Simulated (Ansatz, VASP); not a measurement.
# Cross-check of Pt (Platinum) between VASP and Ansatz

Wanted: the spread between two codes on one cell, functional and k mesh. The cell is taken from a series of VASP runs on this material, whose earlier steps may have relaxed, scaled or displaced it; both programs get it as it stands.

Main program and level: Ansatz 0.2.0; plane waves, with VASP 6.6.1 beside it; relaxation of cell and atoms at PBE.

## Step 1: The structure

The structure is cubic, space group Fm-3m (No. 225). The conventional cell has a = 3.969 Å, b = 3.969 Å, c = 3.969 Å, α = 90.00°, β = 90.00°, γ = 90.00°. Nearest to Pt lie 12 Pt at 2.81 Å.

## Step 2: Ansatz: relaxation of cell and atoms, PBE

Ansatz runs on its default PAW (the set named soft_2) files.

The relaxed volume is the usual yardstick between codes: its relative difference is about their pressure difference at one cell divided by the bulk modulus.

Contents of input.yaml:

```yaml
crystal:
  lattice:
    - [0.0, 1.9844852411, 1.9844852411]
    - [1.9844852411, 0.0, 1.9844852411]
    - [1.9844852411, 1.9844852411, 0.0]
  atoms:
    - { symbol: Pt, position: [0.0, 0.0, 0.0] }
hamiltonian:
  xc: pbe
  pseudopotentials: { kind: paw }
kpoints:
  mp_grid: { grid: [12, 12, 12] }
scf:
  occupations: { method: methfessel_paxton, width: 0.1 }
relax:
  f_tol: 0.01
  max_steps: 60
  cell: { stress_tol: 0.05 }
output:
  forces: true
  stress: true
```

The run is started by

```bash
$ ansatz run input.yaml --threads 4 --pin off --max-ram 9216MiB --backend cpu --events-out ev --progress --plain --runs-dir out
```

Numbers of over 12 decimals in the logs are rounded to 6 here.

Log:

```text
Engine: ansatz 0.2.0, aarch64-unknown-linux-gnu
Pseudopotentials: kind: paw
Pseudopotential: Pt, paw, valence charge 18, recommended cutoff 420 eV (normal), Pt.paw.azcp
Functional definition: PBE
  parameter kappa = 0.804
  parameter beta = 0.066725
  exchange = pbe_x(kappa = kappa, mu = beta*pi^2/3)
  correlation = pbe_c(beta = beta)
Crystal: 1 atoms, lattice volume = 15.631 Å³
Basis set: ecut = 420 eV, 307 PW (Γ), exchange–correlation on 40×40×40 points (8 copies of the dense FFT grid, shifted against one another)
Bands: 13, of which v1, the nominal top of the filled ones, is band 9 counted from 1 (8 counted from 0)
Symmetry: 48 space group operations
Space group: Fm-3m (ITA 225), of the structure as read, at distance tolerance 2.5e-5 Å
k-points: 72 of 1728
Non-local potential: Pt, projectors of the file, l = 0: 3, l = 1: 2, l = 2: 2, l = 3: 1
PAW form: soft (Blöchl's): semilocal exchange-correlation on the pseudo side does not see the compensation charge
PAW one-centre angular grid: Pt, 590 points (default); XC on 64 Gauss nodes
Initial density: superposition of atomic densities (neutral atoms: chi_scale 0, normalization atom), corrected by the library's trained network
Initial wavefunctions: pseudopotential atomic-orbital guess
Functional: x = pbe(κ = 0.804, μ = 0.219515), c = pbe(β = 0.066725)
SCF iter   1: F=—  HF=-12523.016399 eV  |F-HF|=—  |Δ(HF+E_count)|=         —  Δρ=3.30e-3  dr2=2.80e-4  ethr=1.77e-3  ⟨swp⟩=5.0  Hψ=5069  notcnv=0
preconditioner: auto → none  [metal: Δε(μ)=0.004 eV  Ē_g=13.793 eV  σ=0.100 eV  W_gap=0.04  n_scr=8 (ndim 8)  ℏωp=29.7 eV  f_vac=0.000  D(μ)=2.57/eV (n_scr^D=50)  sad-step TF]
SCF iter   2: F=—  HF=-12523.016829 eV  |F-HF|=—  |Δ(HF+E_count)|=   4.31e-4  S|Δr|=    0.00e0  Δρ=1.79e-3  dr2=7.81e-5  ethr=1.56e-6  ⟨swp⟩=2.5  Hψ=2028  notcnv=0
SCF iter   3: F=—  HF=-12523.017001 eV  |F-HF|=—  |Δ(HF+E_count)|=   1.71e-4  S|Δr|=    0.00e0  Δρ=3.25e-4  dr2=1.57e-5  ethr=4.34e-7  ⟨swp⟩=2.0  Hψ=1287  notcnv=0
SCF iter   4: F=—  HF=-12523.016997 eV  |F-HF|=—  |Δ(HF+E_count)|=   3.87e-6  S|Δr|=    0.00e0  Δρ=8.28e-5  dr2=4.33e-7  ethr=8.70e-8  ⟨swp⟩=2.2  Hψ=1283  notcnv=0
SCF iter   5: F=-12523.016997 eV  HF=-12523.016997 eV  |F-HF|=2.81e-9  |Δ(HF+E_count)|=   7.02e-8  S|Δr|=    0.00e0  Δρ=1.12e-5  dr2=2.80e-9  ethr=5.56e-10  ⟨swp⟩=4.0  Hψ=2924  notcnv=0
SCF 1 converged in 5 iterations: F = -12523.016997 eV  dr2 = 2.80e-9
  greatest PAW one-centre occupation: 1.000 electrons in one spin orbital (limit 2), on the Pt atom at site 0 (counted from 0), in its partial waves of l = 0
relax step   1: F+E_penalty+E_count = -12523.01699704 eV  Δ(F+E_penalty+E_count) = +0.000e0 eV  max|allowed force component| = 0.000e0 eV/Å  Δτ_max = 0.0000 Å  P = +0.307 GPa  Ω = 15.631 Å³  (5 SCF iters, dr2 threshold 1.00e-7 eV, accepted)
[...]
relax step   2: F+E_penalty+E_count = -12523.01692787 eV  Δ(F+E_penalty+E_count) = +6.917e-5 eV  max|allowed force component| = 0.000e0 eV/Å  Δτ_max = 0.0000 Å  P = -0.564 GPa  Ω = 15.686 Å³  energy of the carried Pulay correction = -2.447e-5 eV  (4 SCF iters, dr2 threshold 1.00e-7 eV, rejected (line search))
[...]
relax step   3: F+E_penalty+E_count = -12523.01700684 eV  Δ(F+E_penalty+E_count) = -9.801e-6 eV  max|allowed force component| = 0.000e0 eV/Å  Δτ_max = 0.0000 Å  P = -0.001 GPa  Ω = 15.650 Å³  energy of the carried Pulay correction = -8.607e-6 eV  (5 SCF iters, accepted)
[...]
relax step   4: F+E_penalty+E_count = -12523.01701383 eV  Δ(F+E_penalty+E_count) = -6.989e-6 eV  max|allowed force component| = 0.000e0 eV/Å  Δτ_max = 0.0000 Å  P = -0.002 GPa  Ω = 15.650 Å³  stress off target by 1.65e-3 GPa  SCF on the basis re-selected at this cell (its energy is not comparable with the rows above)  (3 SCF iters)
basis re-selected at this cell: Δ(F+E_penalty+E_count) = -6.989e-6 eV, ΔP = -0.000 GPa vs the last step (what re-selecting the basis moved, of the pressure what is left beyond the Pulay correction that the steps carried, after the strain that the cell walked since its last selection, with what the two solves' SCF thresholds leave and, on support functions, any second-order correction that the steps lacked; it is no measure of the basis error at this ecutwfc). This SCF's stress stands 1.65e-3 GPa from its target on what of the cell is left free (relax.cell.stress_tol is 5.00e-2 GPa) and its largest allowed force component is 0.00e0 eV/Å (relax.f_tol is 1.00e-2 eV/Å): [rest of the remark cut]
SCF converged after 3 iterations
Stability not checked: this state was not tested for a lower state beside it, because cold or Methfessel-Paxton smearing, or corrected tetrahedra, fill the levels in a way that the test cannot read (fill_not_monotonic; see scf.lower_state_search)
Free energy (F): -12523.017014 eV
Harris-Foulkes:  -12523.017014 eV  (|F-HF|=3.64e-12)
Internal energy: -12523.014905 eV  (E = F + TS)
E sigma→0 (E₀):  -12523.016487 eV
Entropy (-TS):   -0.002109 eV (-2.109 meV/atom)
Fermi energy:    22.293920 eV
--- Per-component energies (eV) ---
  E_band       = -145.304803
  E_kinetic    = 637.082236
  E_local      = -1510.299384  (includes V_loc(G=0)·N_el)
  E_nonlocal   = 199.857274
  E_hartree    = 559.477660
  E_xc         = -261.598765
  E_vxc        = -302.597954  (∫ρ·V_xc dr)
  E_paw        = -9453.914726  (= ΣΔE_a)
  E_vpaw       = -288.302531  (= ΣTr[D̂ρ^β])
  E_aug_tail   = 0.000204  (compensation charges beyond the density's cutoff)
  E_ewald      = -2693.619403
  E_smearing   = -0.002109  (= −TS)
  E_closure    = 0.000000  (closes the sum)
  Σ components = -12523.017014   (vs F -12523.017014, Δ=0.00e0)
--- Forces (eV/Å), atoms counted from 1 ---
  atom   1  Pt    -0.00000000     0.00000000     0.00000000
  max |Σ_I F_I| component: 3.70e-32 eV/Å
--- Stress (GPa, compression-positive) ---
       -0.001651      -0.000000      -0.000000
       -0.000000      -0.001651      -0.000000
       -0.000000      -0.000000      -0.001651
  P = ⅓ Tr σ = -0.0017 GPa (-0.017 kbar)
--- Relaxed structure (3 steps of the walk, 2 accepted, 1 SCFs on fresh bases) ---
  F+E_penalty+E_count = -12523.01701383 eV   max|allowed force component| = 0.000e0 eV/Å   (the final SCF, on the basis selected at the relaxed cell)
  cell:  # Å, volume = 15.6499 Å³
    - [0, 1.985303, 1.985303]
    - [1.985303, 0, 1.985303]
    - [1.985303, 1.985303, 0]
  atoms:
    - { symbol: Pt, position: [0.0, 0.0, 0.0] }
```

Wall time 0.85 s (4 threads of Arm Neoverse V2, shared host); peak memory 0.28 GiB.

## Step 3: VASP: relaxation of cell and atoms, PBE

The same cell, functional, mesh and smearing now go to VASP, with its own data sets and cutoff.

Lines of VASP's logs that name or quote its potential files are left out, and so is its time.

Contents of INCAR:

```
SYSTEM = Pt
PREC = Accurate
ENCUT = 450
EDIFF = 1E-06
NELM = 100
ISMEAR = 1
SIGMA = 0.1
LREAL = .FALSE.
ALGO = Normal
GGA = PE
NBANDS = 11
LORBIT = 11
LWAVE = .FALSE.
LCHARG = .FALSE.
KPAR = 2
IBRION = 2
NSW = 50
ISIF = 3
EDIFFG = -0.01
```

Contents of POSCAR:

```
Pt
1.0
    0.0000000000      1.9844852411      1.9844852411
    1.9844852411      0.0000000000      1.9844852411
    1.9844852411      1.9844852411      0.0000000000
Pt
1
Direct
    0.0000000000      0.0000000000      0.0000000000
```

Contents of KPOINTS:

```
Automatic mesh
0
Gamma
12 12 12
0 0 0
```

PAW data sets: Pt (PBE family, release 64).

The run is started by

```bash
$ mpirun -np 2 vasp_std
```

Log:

```text
[banner, memory and clock lines left out]
running    2 mpi-ranks, on    1 nodes
 distrk:  each k-point on    1 cores,    2 groups
 distr:  one band on    1 cores,    1 groups

 POSCAR found type information on POSCAR Pt
 POSCAR found :  1 types and       1 ions
 LDA part: xc-table for (Slater+PW92), standard interpolation
 POSCAR, INCAR and KPOINTS ok, starting setup
 FFT: planning ... GRIDC
 FFT: planning ... GRID_SOFT
 FFT: planning ... GRID
 WAVECAR not read
 entering main loop
       N       E                     dE             d eps       ncg     rms          rms(c)
DAV:   1     0.342628943405E+02    0.34263E+02   -0.48082E+03  1664   0.736E+02
DAV:   2    -0.598945847502E+01   -0.40252E+02   -0.38311E+02  1790   0.162E+02
DAV:   3    -0.647468547058E+01   -0.48523E+00   -0.48196E+00  1859   0.172E+01
DAV:   4    -0.647662705990E+01   -0.19416E-02   -0.19414E-02  1800   0.126E+00
DAV:   5    -0.647664342623E+01   -0.16366E-04   -0.16367E-04  1860   0.107E-01    0.116E+01
DAV:   6    -0.613567006855E+01    0.34097E+00   -0.81215E-01  1707   0.710E+00    0.616E+00
DAV:   7    -0.610293282956E+01    0.32737E-01   -0.12074E-01  1830   0.267E+00    0.250E+00
DAV:   8    -0.609997747154E+01    0.29554E-02   -0.42191E-03  1713   0.550E-01    0.489E-01
DAV:   9    -0.609984045374E+01    0.13702E-03   -0.77668E-05  1776   0.780E-02    0.291E-02
DAV:  10    -0.609984490270E+01   -0.44490E-05   -0.25910E-06  1905   0.128E-02    0.374E-03
DAV:  11    -0.609984487984E+01    0.22859E-07   -0.36575E-08   945   0.168E-03
   1 F= -.60998449E+01 E0= -.60991528E+01  d E =-.609984E+01
 curvature:   0.00 expect dE= 0.000E+00 dE for cont linesearch  0.000E+00
 trial: gam= 0.00000 g(F)=  0.880E-64 g(S)=  0.273E-05 ort = 0.000E+00 (trialstep = 0.100E+01)
 search vector abs. value=  0.273E-05
 reached required accuracy - stopping structural energy minimisation
```

Parts of OUTCAR (step 3):

```text
ion  position               nearest neighbor table
   1  0.000  0.000  0.000-

  LATTYP: Found a face centered cubic cell.
 ALAT       =     3.9689704822

 Subroutine GETGRP returns: Found 48 space group operations
 (whereof 48 operations were pure point group operations)

The static configuration has the point symmetry O_h .

 Found     72 irreducible k-points:

   k-points           NKPTS =     72   k-points in BZ     NKDIM =     72   number of bands    NBANDS=     11

   dimension x,y,z NGX =    20 NGY =   20 NGZ =   20
   dimension x,y,z NGXF=    40 NGYF=   40 NGZF=   40

   ENCUT  =  450.0 eV  33.07 Ry    5.75 a.u.   4.85  4.85  4.85*2*pi/ulx,y,z

   NELECT =      10.0000    total number of electrons

 k-points in reciprocal lattice and weights: Automatic mesh
   0.00000000  0.00000000  0.00000000       0.001
   0.08333333  0.00000000  0.00000000       0.005
   0.16666667  0.00000000  0.00000000       0.005
   0.25000000  0.00000000  0.00000000       0.005
   0.33333333  0.00000000  0.00000000       0.005
   0.41666667  0.00000000  0.00000000       0.005
   0.50000000  0.00000000  0.00000000       0.002
   0.08333333  0.08333333  0.00000000       0.003
   0.16666667  0.08333333  0.00000000       0.014
[...]
-0.33333333  0.50000000  0.16666667       0.007
  -0.25000000  0.50000000  0.25000000       0.003

 average (electrostatic) potential at core
       1 -63.4334

 E-fermi :  10.6055

 k-point     1 :       0.0000    0.0000    0.0000
  band No.  band energies     occupation
    ...
      2       7.0215      2.00000
      3       7.0215      2.00000
      4       7.0215      2.00000
      5       9.0618      2.00000
      6       9.0618      2.00000
      7      25.3221      0.00000
      8      30.0867      0.00000
      9      30.0867      0.00000
     10      30.0867      0.00000
     11      35.2987      0.00000

 k-point     2 :       0.0833    0.0000    0.0000
  band No.  band energies     occupation
    ...
      2       6.9087      2.00000
      3       7.1238      2.00000
      4       7.1238      2.00000
      5       9.0082      2.00000
      6       9.0082      2.00000
      7      25.7212      0.00000
      8      28.7639      0.00000
      9      30.4880      0.00000
     10      30.4880      0.00000
     11      36.5895      0.00000

 k-point     3 :       0.1667    0.0000    0.0000
  band No.  band energies     occupation
    ...
      2       6.6828      2.00000
      3       7.3325      2.00000
      4       7.3325      2.00000
      5       8.9661      2.00000
      6       8.9661      2.00000
      7      26.3341      0.00000
      8      26.6850      0.00000
      9      31.5956      0.00000
     10      31.5956      0.00000
     11      35.0631      0.00000

  Total       -0.0043445     -0.0043445     -0.0043445      0.0000000      0.0000000      0.0000000
  in kB       -0.4453218     -0.4453218     -0.4453218      0.0000000      0.0000000      0.0000000
  external PRESSURE =      -0.4453218 kB  Pullay stress =       0.0000000 kB

  energy-cutoff  :      450.00
  volume of cell :       15.63
      direct lattice vectors                 reciprocal lattice vectors
     0.000000000  1.984485241  1.984485241    -0.251954507  0.251954507  0.251954507
     1.984485241  0.000000000  1.984485241     0.251954507 -0.251954507  0.251954507
     1.984485241  1.984485241  0.000000000     0.251954507  0.251954507 -0.251954507

 POSITION                                       TOTAL-FORCE (eV/Angst)
 -----------------------------------------------------------------------------------
      0.00000      0.00000      0.00000         0.000000      0.000000      0.000000
 -----------------------------------------------------------------------------------
    total drift:                                0.000000      0.000000      0.000000

  FREE ENERGIE OF THE ION-ELECTRON SYSTEM (eV)
  ---------------------------------------------------
  free  energy   TOTEN  =        -6.0998448798 eV

  energy  without entropy=       -6.0977687352  energy(sigma->0) =       -6.09915283

 reached required accuracy - stopping structural energy minimisation

 total charge
# of ion       s       p       d       tot
------------------------------------------
    1        0.617   0.565   8.025   9.207

[... 3 further parts left out ...]
```

## Step 4: Comparison

Known differences besides the potentials themselves: both relaxations stop at a tolerance, which leaves soft axes loose, and VASP keeps its plane-wave basis; the data sets hold 18 valence electrons in Ansatz (default PAW (the set named soft_2) files) and 10 in VASP; the cutoff is 420 eV in Ansatz and 450 eV in VASP; VASP leaves aspherical gradient terms in its spheres out (LASPH is not set), Ansatz keeps them; Ansatz adds a Pulay correction to the stress that steers its cell, VASP none. Total energies have different zeros and are not compared.

The two programs side by side:

| quantity | Ansatz | VASP | difference |
| --- | --- | --- | --- |
| volume (Å³) | 15.65 | 15.63 | +0.12 % |
| edge a after relaxation, in the typed setting (Å) | 2.808 | 2.807 | +0.04 % |

The walks stopped with 0.00 GPa left in Ansatz and -0.04 GPa in VASP; each walk ends within a tolerance, so the volume difference is uncertain by about these residues over the bulk modulus, most in soft cells.

## Step 5: Results

```json
{"difference in volume (relaxation of cell and atoms, PBE)": "0.12 %"}
```

What this shows: The difference in volume is 0.12 % (relaxation of cell and atoms, PBE), within the 1.2 % picked in this series as the mark of a large difference, as far as the stopping tolerances let one tell. How closely two codes agree says nothing of how well the functional describes the real material.

[Lines on the potential files, build, host, timing and source positions are cut from VASP's logs without a mark.]

[Logs are printed without paths, hosts, clocks, repeated set-up lines and the standing remarks that a program may print on its own settings, such as how far it seeks lower states.]

[Hosts, paths, dates, database ids (printed as entryN), source tags and the programs' standing remarks are cut or masked in the printed files.]
